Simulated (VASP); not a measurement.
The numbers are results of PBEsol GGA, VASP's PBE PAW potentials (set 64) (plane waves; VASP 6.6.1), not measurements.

VASP input:

File POSCAR:
```
PtAl2
1.0
  0.0000000000   2.9471418610   2.9029347331
  2.9029347331   0.0000000000   2.9029347331
  2.9029347331   2.9471418610   0.0000000000
Al Pt
2 1
Cart
  1.4514673665   1.4735709305   1.4514673665
  4.3544020996   4.4207127915   4.3544020996
  0.0000000000   0.0000000000   0.0000000000
```

**KPOINTS**
```
kpoints
0
gamma
  8 8 8
```

INCAR:
```
# general
SYSTEM  = PtAl2
PREC    = Accurate
ENCUT   = 480
LREAL   = .False.
LASPH   = .True.

# electronic loop
EDIFF   = 1E-7
NELM    = 100
ALGO    = Normal
LMAXMIX = 6

# smearing
ISMEAR  = 1
SIGMA   = 0.1

# functional
GGA     = PS

# ions
ISIF    = 2

# output
LWAVE   = .False.
LCHARG  = .False.
```

POTCAR, in this order: Al Pt (PBE.64 set). Program: vasp_std.

The run wrote:

OUTCAR:
```
 ion  position               nearest neighbor table
   1  0.250  0.250  0.250-   3 2.53   3 2.53   3 2.53   3 2.53   2 2.90   2 2.90   2 2.90   2 2.90
                             2 2.95   2 2.95
   2  0.750  0.750  0.750-   3 2.53   3 2.53   3 2.53   3 2.53   1 2.90   1 2.90   1 2.90   1 2.90
                             1 2.95   1 2.95
   3  0.000  0.000  0.000-   2 2.53   2 2.53   2 2.53   1 2.53   1 2.53   1 2.53   2 2.53   1 2.53
  LATTYP: Found a body centered tetragonal cell.
 ALAT       =     4.1053696702
 C/A-ratio  =     1.4357498095
 Subroutine PRICEL returns:
 Original cell was already a primitive cell.
 Subroutine GETGRP returns: Found 16 space group operations
The static configuration has the point symmetry D_4h.
The dynamic configuration has the point symmetry D_4h.
 Subroutine INISYM returns: Found 16 space group operations
 Subroutine IBZKPT returns following result:
 Found     59 irreducible k-points:

 Following reciprocal coordinates:
            Coordinates               Weight
  0.000000  0.000000  0.000000      1.000000
  0.125000  0.000000  0.000000      8.000000
  0.250000  0.000000  0.000000      8.000000
  0.375000  0.000000  0.000000      8.000000
  0.500000  0.000000  0.000000      4.000000
  0.125000  0.125000  0.000000      4.000000
  0.250000  0.125000  0.000000     16.000000
  0.375000  0.125000  0.000000     16.000000
  0.500000  0.125000  0.000000     16.000000
 -0.375000  0.125000  0.000000     16.000000
 -0.250000  0.125000 -0.000000     16.000000
 -0.125000  0.125000  0.000000      8.000000
  0.250000  0.250000  0.000000      4.000000
  0.375000  0.250000  0.000000     16.000000
  0.500000  0.250000  0.000000     16.000000
 -0.375000  0.250000 -0.000000     16.000000
 -0.250000  0.250000  0.000000      8.000000
  0.375000  0.375000  0.000000      4.000000
  0.500000  0.375000 -0.000000     16.000000
 -0.375000  0.375000 -0.000000      8.000000
...
```

### OSZICAR
```
       N       E                     dE             d eps       ncg     rms          rms(c)
DAV:   1     0.467527942605E+02    0.46753E+02   -0.65281E+03  1496   0.107E+03
DAV:   2    -0.165559332073E+02   -0.63309E+02   -0.56902E+02  1628   0.184E+02
DAV:   3    -0.183814265562E+02   -0.18255E+01   -0.18035E+01  1808   0.307E+01
DAV:   4    -0.183976238884E+02   -0.16197E-01   -0.16193E-01  1624   0.339E+00
DAV:   5    -0.183978673815E+02   -0.24349E-03   -0.24347E-03  1836   0.442E-01    0.956E+00
DAV:   6    -0.178578027982E+02    0.54006E+00   -0.27167E+00  1604   0.162E+01    0.238E+00
DAV:   7    -0.177651635590E+02    0.92639E-01   -0.19710E-01  1556   0.463E+00    0.178E+00
DAV:   8    -0.177269358318E+02    0.38228E-01   -0.32326E-02  1656   0.170E+00    0.267E-01
DAV:   9    -0.177266785076E+02    0.25732E-03   -0.19602E-03  1664   0.430E-01    0.172E-01
DAV:  10    -0.177267159313E+02   -0.37424E-04   -0.24054E-04  1672   0.141E-01    0.187E-02
DAV:  11    -0.177267118606E+02    0.40706E-05   -0.15991E-05  1720   0.426E-02    0.855E-03
DAV:  12    -0.177267119016E+02   -0.40980E-07   -0.13322E-06  1580   0.925E-03    0.213E-03
DAV:  13    -0.177267118156E+02    0.86017E-07   -0.56192E-07  1624   0.748E-03
   1 F= -.17726712E+02 E0= -.17726944E+02  d E =0.696087E-03
```

**OUTCAR**
```
------------------------ aborting loop because EDIFF is reached ----------------------------------------
  FORCE on cell =-STRESS in cart. coord.  units (eV):
  Direction    XX          YY          ZZ          XY          YZ          ZX
  --------------------------------------------------------------------------------------
  Total        1.4894163      1.3143824      1.4894163     -0.0000000      0.0000000      0.0000000
  in kB       48.0420037     42.3961822     48.0420037     -0.0000000      0.0000000      0.0000000
  external PRESSURE =      46.1600632 kB  Pullay stress =       0.0000000 kB
  volume of cell :       49.67
      direct lattice vectors                 reciprocal lattice vectors
     0.000000000  2.947141861  2.902934733    -0.172239491  0.169655898  0.172239491
     2.902934733  0.000000000  2.902934733     0.172239491 -0.169655898  0.172239491
     2.902934733  2.947141861  0.000000000     0.172239491  0.169655898 -0.172239491
 POSITION                                       TOTAL-FORCE (eV/Angst)
 -----------------------------------------------------------------------------------
      1.45147      1.47357      1.45147        -0.000000     -0.000000      0.000000
      4.35440      4.42071      4.35440         0.000000      0.000000      0.000000
      0.00000      0.00000      0.00000        -0.000000      0.000000     -0.000000
 -----------------------------------------------------------------------------------
    total drift:                                0.000000     -0.000000     -0.000000
  FREE ENERGIE OF THE ION-ELECTRON SYSTEM (eV)
  ---------------------------------------------------
  free  energy   TOTEN  =       -17.7267118156 eV

  energy  without entropy=      -17.7274079026  energy(sigma->0) =      -17.72694384
```
(Selected blocks of OUTCAR.)

The compound is PtAl2 in the fluorite structure. This cell was strained or had an atom moved on purpose.
